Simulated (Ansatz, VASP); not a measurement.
**BeH2 in two plane-wave programs**

Aim: how closely do two programs agree when they are given the same cell, functional and k mesh? The cell is generated by rule, not measured, and may not be a known phase. The cell is taken from a series of runs on this material, whose earlier steps may have relaxed, scaled, displaced or heated it; both programs get it as it stands.

Main program and level: Ansatz 0.2.0; plane waves, with VASP 6.6.1 beside it; zone-centre phonons at PBEsol.

The structure was built from a prototype and need not be the compound's stable phase.

## Step 1: Set-up

The structure is trigonal, space group P-3m1 (No. 164). The conventional cell has a = 2.616 Å, b = 2.616 Å, c = 5.036 Å, α = 90.00°, β = 90.00°, γ = 120.00°. Be has 6 H at 1.71 Å nearest. H has 3 Be at 1.71 Å nearest. Farther neighbours are not listed.

## Step 2: VASP: zone-centre phonons, PBEsol

Second derivatives magnify differences that forces hide, and they need a tight electronic threshold.

Lines of VASP's logs that name or quote its potential files are left out, and so is its time.

INCAR

```
SYSTEM = BeH2
PREC = Accurate
ENCUT = 860
EDIFF = 1E-08
NELM = 100
ISMEAR = 0
SIGMA = 0.01
LREAL = .FALSE.
ALGO = Normal
GGA = PS
NBANDS = 9
LORBIT = 11
LWAVE = .FALSE.
LCHARG = .FALSE.
KPAR = 2
ISIF = 2
IBRION = 8
LEPSILON = .TRUE.
```

POSCAR

```
BeH2
1.0
    2.6162989530      0.0000000000      0.0000000000
   -1.3081494760      2.2657813570      0.0000000000
    0.0000000000      0.0000000000      5.0362000000
Be H
1 2
Direct
    0.0000000000      0.0000000000      0.0000000000
    0.3333333330      0.6666666670      0.1596339806
    0.6666666670      0.3333333330      0.8403660194
```

KPOINTS

```
Automatic mesh
0
Gamma
18 18 8
0 0 0
```

Potentials, in the order of the species: Be_sv_GW and H_GW (PBE family, release 64).

On the command line:

```bash
> mpirun -np 2 vasp_std
```

Numbers of over 12 decimals in the logs are rounded to 6 here.

What it wrote:

```text
[banner, memory and clock lines left out]
running    2 mpi-ranks, on    1 nodes
 distrk:  each k-point on    1 cores,    2 groups
 distr:  one band on    1 cores,    1 groups

 POSCAR found type information on POSCAR BeH
 POSCAR found :  2 types and       3 ions
|                                                                             |
|               ----> ADVICE to this user running VASP <----                  |
|                                                                             |
|     You enforced a specific xc type in the INCAR file but a different       |
|     [... a line on the potential file left out ...]
|     I HOPE YOU KNOW WHAT YOU ARE DOING!                                     |
|                                                                             |

 LDA part: xc-table for (Slater+PW92), standard interpolation
 POSCAR, INCAR and KPOINTS ok, starting setup
 FFT: planning ... GRIDC
 FFT: planning ... GRID_SOFT
 FFT: planning ... GRID
 WAVECAR not read
 entering main loop
       N       E                     dE             d eps       ncg     rms          rms(c)
DAV:   1    -0.141802729455E+01   -0.14180E+01   -0.26034E+03  4886   0.113E+03
DAV:   2    -0.174703584273E+02   -0.16052E+02   -0.15699E+02  6489   0.154E+02
DAV:   3    -0.180585550089E+02   -0.58820E+00   -0.58781E+00  6318   0.264E+01
DAV:   4    -0.180683182293E+02   -0.97632E-02   -0.97626E-02  6405   0.312E+00
DAV:   5    -0.180685099390E+02   -0.19171E-03   -0.19171E-03  6320   0.361E-01    0.184E+01
DAV:   6    -0.175365945533E+02    0.53192E+00   -0.34941E-01  5073   0.229E+00    0.116E+01
DAV:   7    -0.172679480651E+02    0.26865E+00   -0.92555E-01  5193   0.357E+00    0.571E-01
DAV:   8    -0.172763810619E+02   -0.84330E-02   -0.34439E-02  5151   0.114E+00    0.331E-01
DAV:   9    -0.172773468740E+02   -0.96581E-03   -0.12043E-03  5494   0.211E-01    0.629E-02
DAV:  10    -0.172782567681E+02   -0.90989E-03   -0.11165E-03  5150   0.274E-01    0.711E-02
DAV:  11    -0.172783085734E+02   -0.51805E-04   -0.78492E-05  5635   0.802E-02    0.490E-03
DAV:  12    -0.172783122875E+02   -0.37141E-05   -0.14108E-05  5055   0.361E-02    0.153E-03
DAV:  13    -0.172783122316E+02    0.55923E-07   -0.41430E-07  5275   0.623E-03    0.121E-03
DAV:  14    -0.172783122845E+02   -0.52970E-07   -0.63373E-08  5511   0.252E-03    0.195E-04
DAV:  15    -0.172783122840E+02    0.55741E-09   -0.58522E-09  5527   0.685E-04
   1 F= -.17278312E+02 E0= -.17278312E+02  d E =-.197984-112
 Linear response reoptimize wavefunctions to high precision
DAV:   1    -0.172783122836E+02    0.31554E-09   -0.12407E-10  5057   0.996E-05
DAV:   2    -0.172783122837E+02   -0.34106E-11   -0.18569E-12  2914   0.252E-05
 Linear response G [H, r] |phi>, progress :
  Direction:   1
       N       E                     dE             d eps       ncg     rms
RMM:   1    -0.106989326952E+02   -0.10699E+02    0.16629E+03  5360   0.182E+03
RMM:   2    -0.189317968634E+02   -0.82329E+01   -0.52742E+00 10479   0.598E+01
RMM:   3    -0.192244879989E+02   -0.29269E+00   -0.10104E+00 11856   0.119E+01
RMM:   4    -0.192257055586E+02   -0.12176E-02   -0.66861E-02 12025   0.330E+00
RMM:   5    -0.192261382555E+02   -0.43270E-03   -0.94822E-03 12159   0.102E+00
RMM:   6    -0.192261059420E+02    0.32313E-04   -0.23136E-03 11669   0.406E-01
RMM:   7    -0.192260626715E+02    0.43271E-04   -0.82385E-04 11351   0.188E-01
RMM:   8    -0.192260494177E+02    0.13254E-04   -0.28651E-04 11001   0.968E-02
RMM:   9    -0.192260453266E+02    0.40910E-05   -0.17340E-04 10692   0.638E-02
RMM:  10    -0.192260442438E+02    0.10828E-05   -0.13578E-04 10238   0.475E-02
RMM:  11    -0.192260437686E+02    0.47525E-06   -0.13398E-04  9548   0.383E-02
RMM:  12    -0.192260433690E+02    0.39957E-06   -0.22196E-04  9048   0.344E-02
RMM:  13    -0.192260441170E+02   -0.74800E-06   -0.55948E-04  8727   0.340E-02
RMM:  14    -0.192260458178E+02   -0.17007E-05   -0.10616E-03  8449   0.363E-02
 Linear response G [H, r] |phi>, progress :
  Direction:   2
       N       E                     dE             d eps       ncg     rms
RMM:   1    -0.109168052953E+02   -0.10917E+02    0.19417E+03  5058   0.197E+03
RMM:   2    -0.207883001086E+02   -0.98715E+01   -0.24674E+00 10860   0.648E+01
RMM:   3    -0.214594744901E+02   -0.67117E+00   -0.81356E-01 11510   0.916E+00
RMM:   4    -0.214653149885E+02   -0.58405E-02   -0.43493E-02 12002   0.242E+00
RMM:   5    -0.214643479930E+02    0.96700E-03   -0.61540E-03 12065   0.618E-01
RMM:   6    -0.214642160948E+02    0.13190E-03   -0.19371E-03 11898   0.281E-01
RMM:   7    -0.214641520604E+02    0.64034E-04   -0.77272E-04 11477   0.155E-01
RMM:   8    -0.214641430073E+02    0.90532E-05   -0.47381E-04 11270   0.102E-01
RMM:   9    -0.214641384229E+02    0.45844E-05   -0.32557E-04 10959   0.762E-02
[...]
RMM:   8    -0.372073897973E+00   -0.45302E-05   -0.62998E-09 30587   0.961E-04    0.823E-05
RMM:   9    -0.372074463105E+00   -0.56513E-06   -0.19983E-08 28721   0.299E-04    0.527E-06
 change of polarisation eV/A/(eV/A) component  1 :     0.677     0.049    -0.013
 dielectric tensor                  component  1 :     5.104     0.300    -0.077
 Linear response to external field, progress :
  Direction:   2
       N       E                     dE             d eps       ncg     rms          rms(c)
[...]
RMM:   3    -0.395218352422E+00   -0.83328E-03   -0.56255E-03 30164   0.962E-01    0.550E-02
RMM:   4    -0.395286109344E+00   -0.67757E-04   -0.42284E-04 29945   0.213E-01    0.745E-03
RMM:   5    -0.395282406353E+00    0.37030E-05   -0.48209E-05 31105   0.623E-02    0.243E-03
RMM:   6    -0.395253611971E+00    0.28794E-04   -0.86983E-06 29299   0.196E-02    0.122E-04
RMM:   7    -0.395254059373E+00   -0.44740E-06    0.25213E-05 31511   0.118E-02    0.108E-04
RMM:   8    -0.395253347677E+00    0.71170E-06    0.97272E-05 30243   0.103E-02    0.748E-05
RMM:   9    -0.395254379056E+00   -0.10314E-05    0.77259E-05 30772   0.796E-03    0.283E-05
RMM:  10    -0.395254273063E+00    0.10599E-06    0.62489E-05 31931   0.642E-03    0.401E-05
RMM:  11    -0.395254353931E+00   -0.80868E-07    0.48912E-05 30339   0.518E-03    0.955E-05
RMM:  12    -0.395254343924E+00    0.10007E-07    0.38330E-05 29756   0.420E-03    0.588E-06
RMM:  13    -0.395254321195E+00    0.22729E-07    0.34587E-05 30893   0.353E-03    0.161E-05
RMM:  14    -0.395254308903E+00    0.12292E-07    0.30835E-05 28553   0.298E-03    0.158E-05
[...]
RMM:  18    -0.395254250285E+00    0.78920E-08    0.16682E-05 25144   0.146E-03    0.385E-05
RMM:  19    -0.395254268583E+00   -0.18298E-07    0.13296E-05 28445   0.123E-03    0.411E-05
RMM:  20    -0.395254237004E+00    0.31579E-07    0.13251E-05 29391   0.111E-03    0.435E-05
RMM:  21    -0.395254291771E+00   -0.54767E-07    0.97989E-06 30553   0.920E-04    0.357E-05
RMM:  22    -0.395254389629E+00   -0.97857E-07    0.92353E-06 32797   0.830E-04    0.176E-05
RMM:  23    -0.395254390215E+00   -0.58648E-09    0.75523E-06 30788   0.703E-04    0.167E-05
RMM:  24    -0.395254386853E+00    0.33623E-08    0.72299E-06 27671   0.635E-04    0.177E-05
RMM:  25    -0.395254388855E+00   -0.20025E-08    0.57052E-06 27237   0.540E-04    0.186E-05
 first order change of Fermi-energy   0.14916E-04
 force on displaced ion       1 direction 1 :  -0.942   0.000   0.000
 Born effective charge ion    1 direction 1 :   2.391   0.000   0.000
 Linear response progress:
  Degree of freedom:   2/  4
       N       E                     dE             d eps       ncg     rms          rms(c)
RMM:   1    -0.408647144614E+00   -0.40865E+00    0.94593E+01  5280   0.366E+02
RMM:   2    -0.410577421571E+00   -0.19303E-02   -0.75616E-02 10343   0.395E+00    0.791E-02
RMM:   3    -0.410722820711E+00   -0.14540E-03   -0.58019E-03 11529   0.839E-01    0.408E-02
RMM:   4    -0.410692236077E+00    0.30585E-04   -0.38233E-04 11254   0.187E-01    0.956E-03
RMM:   5    -0.410662022192E+00    0.30214E-04   -0.60858E-05 11506   0.590E-02    0.420E-03
RMM:   6    -0.410626257057E+00    0.35765E-04   -0.21411E-06 10505   0.167E-02    0.553E-04
RMM:   7    -0.410626114207E+00    0.14285E-06    0.58046E-06 11566   0.498E-03    0.141E-04
RMM:   8    -0.410626577342E+00   -0.46314E-06    0.73516E-06 11927   0.219E-03    0.301E-05
RMM:   9    -0.410626744446E+00   -0.16710E-06    0.49481E-06 12227   0.104E-03    0.326E-06
RMM:  10    -0.410626739543E+00    0.49032E-08    0.28232E-06 12853   0.570E-04    0.300E-06
RMM:  11    -0.410626733411E+00    0.61323E-08    0.17842E-06 12591   0.352E-04    0.230E-06
RMM:  12    -0.410626727171E+00    0.62396E-08    0.10656E-06 11964   0.235E-04    0.105E-06
RMM:  13    -0.410626724472E+00    0.26994E-08    0.78368E-07 10857   0.177E-04    0.608E-07
RMM:  14    -0.410626723325E+00    0.11461E-08    0.52217E-07 10870   0.131E-04    0.175E-07
RMM:  15    -0.410626723119E+00    0.20690E-09    0.34982E-07  9077   0.102E-04    0.993E-08
 first order change of Fermi-energy   0.17591E-03
 force on displaced ion       1 direction 3 :   0.000   0.000  -7.143
 Born effective charge ion    1 direction 3 :  -0.000   0.000   0.467
 Linear response progress:
  Degree of freedom:   3/  4
       N       E                     dE             d eps       ncg     rms          rms(c)
RMM:   1    -0.183326923263E-01   -0.18333E-01   -0.16776E-03 52437   0.324E+00
RMM:   2    -0.184929368917E-01   -0.16024E-03   -0.70759E-04 58868   0.325E-01    0.110E-01
RMM:   3    -0.189030458164E-01   -0.41011E-03   -0.28105E-05 59698   0.391E-02    0.631E-02
RMM:   4    -0.198048887604E-01   -0.90184E-03   -0.50193E-05 58149   0.483E-02    0.301E-03
RMM:   5    -0.198099704189E-01   -0.50817E-05   -0.93363E-07 60062   0.973E-03    0.368E-04
RMM:   6    -0.198142941929E-01   -0.43238E-05   -0.31675E-08 60206   0.166E-03    0.184E-04
RMM:   7    -0.198146061897E-01   -0.31200E-06   -0.13908E-09 56482   0.401E-04    0.198E-05
RMM:   8    -0.198144133419E-01    0.19285E-06   -0.46427E-11 60216   0.874E-05    0.625E-06
RMM:   9    -0.198143919666E-01    0.21375E-07   -0.19422E-10 55680   0.330E-05    0.174E-06
RMM:  10    -0.198144077689E-01   -0.15802E-07   -0.17536E-09 57538   0.136E-05    0.352E-07
RMM:  11    -0.198144110379E-01   -0.32690E-08   -0.42935E-09 50238   0.984E-06    0.119E-07
 first order change of Fermi-energy   0.25609E-04
 force on displaced ion       2 direction 1 :  -2.720   0.000  -0.000
 Born effective charge ion    2 direction 1 :  -1.195  -0.000   0.000
 Linear response progress:
  Degree of freedom:   4/  4
       N       E                     dE             d eps       ncg     rms          rms(c)
RMM:   1    -0.190240497884E-01   -0.19024E-01   -0.42857E-03 10484   0.246E+00
RMM:   2    -0.190098990925E-01    0.14151E-04   -0.55448E-04 12215   0.290E-01    0.978E-02
RMM:   3    -0.192683338550E-01   -0.25843E-03   -0.22627E-05 12625   0.297E-02    0.517E-02
RMM:   4    -0.197557025208E-01   -0.48737E-03   -0.29916E-05 12896   0.301E-02    0.580E-03
RMM:   5    -0.197987068481E-01   -0.43004E-04   -0.13206E-06 12247   0.772E-03    0.846E-04
RMM:   6    -0.198018018262E-01   -0.30950E-05    0.30258E-08 12054   0.158E-03    0.418E-04
RMM:   7    -0.198021886966E-01   -0.38687E-06    0.50595E-08 11804   0.828E-04    0.163E-04
RMM:   8    -0.198018899295E-01    0.29877E-06   -0.91293E-09 11413   0.248E-04    0.550E-05
RMM:   9    -0.198019398398E-01   -0.49910E-07    0.30502E-09 11982   0.927E-05    0.140E-05
RMM:  10    -0.198019144962E-01    0.25344E-07   -0.19177E-09 12397   0.379E-05    0.154E-06
RMM:  11    -0.198019202655E-01   -0.57693E-08   -0.17612E-09 12010   0.118E-05    0.582E-07
 first order change of Fermi-energy  -0.17802E+01
 force on displaced ion       2 direction 3 :  -0.000  -0.000  -4.280
 Born effective charge ion    2 direction 3 :   0.000  -0.000  -0.234
 Born effective charges drift removed
 Linear response finished
```

(Part 1 of 2 ends here.)

[Lines on the potential files, build, host, timing and source positions are cut from VASP's logs without a mark.]

[Logs are printed without paths, hosts, clocks, repeated set-up lines and the standing remarks that a program may print on its own settings, such as how far it seeks lower states.]

[Hosts, paths, dates, database ids (printed as entryN), source tags and the programs' standing remarks are cut or masked in the printed files.]
